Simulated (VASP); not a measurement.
NaCl (rock salt) is relaxed at rising pressure, each step from the one before. Symmetry mostly holds the structure type, and other phases were not tried. The mesh follows the cell, and a change of mesh leaves a small step in the series.

Input:

Space group Fm-3m (No. 225); a = b = c = 5.458 Å, α = β = γ = 90.00°

```csv
atom,site,symmetry,x,y,z
Na,4a,m-3m,0.0000,0.0000,0.0000
Cl,4b,m-3m,0.5000,0.5000,0.5000
```
(The calculation used a cell of 2 atoms; values per cell refer to that cell.)

These are LDA (Ceperley-Alder, Perdew-Zunger), VASP's LDA PAW potentials (set 64) (plane waves; VASP) values and carry that method's errors. Settings: 500 eV cut-off, 8×8×8 Γ-centred mesh, Gaussian smearing of 0.050 eV, potentials Na_pv Cl.

```
P (GPa)  V (Å³/atom)  H − H(0) (eV/atom)  space group    k-mesh
-------  -----------  ------------------  -----------  --------
0              20.32               0.000        Fm-3m     8×8×8
5                  ?                   ?        Fm-3m     9×9×9
10                 ?                   ?        Fm-3m     9×9×9
20             15.08               2.132        Fm-3m     9×9×9
30             13.98               3.037        Fm-3m     9×9×9
45             12.82               4.288        Fm-3m  10×10×10
```

Q: Some entries are withheld; supply them.

A: 
- 10, V (Å³/atom): 16.75
- 10, H − H(0) (eV/atom): 1.142
- 5, V (Å³/atom): 18.12
- 5, H − H(0) (eV/atom): 0.598

Pressures at which the relaxation failed are left out.

The compound is NaCl in the rock salt structure.
